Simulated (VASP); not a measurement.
Consider the following.

```
MoPt3
1.0
    3.82672     0.00000     0.00000
    0.00000     3.82672     0.00000
    0.00000     0.00000     3.82672
Pt Mo
3 1
Direct
  0.00000   0.50000   0.50000
  0.50000   0.50000   0.00000
  0.50000   0.00000   0.50000
  0.00000   0.00000   0.00000
```

Computed with PBE GGA, VASP's PBE PAW potentials (set 64) (plane waves; VASP). Numerical set-up: 300 eV cut-off, 9×9×9 Γ-centred mesh, Gaussian smearing of 0.27 eV, potentials Pt Mo_sv.

At this cut-off the stress carries a Pulay error, which pulls relaxed volumes low. Energy and stress use the plane-wave basis of the starting cell.

The ions, cell shape and volume are relaxed. Give the cell that the relaxation ends in.

```
MoPt3
1.0
    3.96234     0.00000     0.00000
    0.00000     3.96234     0.00000
    0.00000     0.00000     3.96234
Pt Mo
3 1
Direct
  0.00000   0.50000   0.50000
  0.50000   0.50000   0.00000
  0.50000   0.00000   0.50000
  0.00000   0.00000   0.00000
```
Space group Pm-3m (221), at a tolerance of 0.03 Å.

How do energy and volume change from the first to the last step?

The energy (σ→0) changes by -147.3 meV/atom and the volume by +11.0 %, in 5 ionic steps.

The structure was generated: MoPt3 was put into an ordered model structure, which need not be its known phase. This run relaxes it. Symmetry was kept, so distortions that lower it aren't found. The run is one of a series of settings (EDIFFG = -0.01, IBRION = 2, ISIF = 3, NSW = 50 against the base run), some of them coarse on purpose.
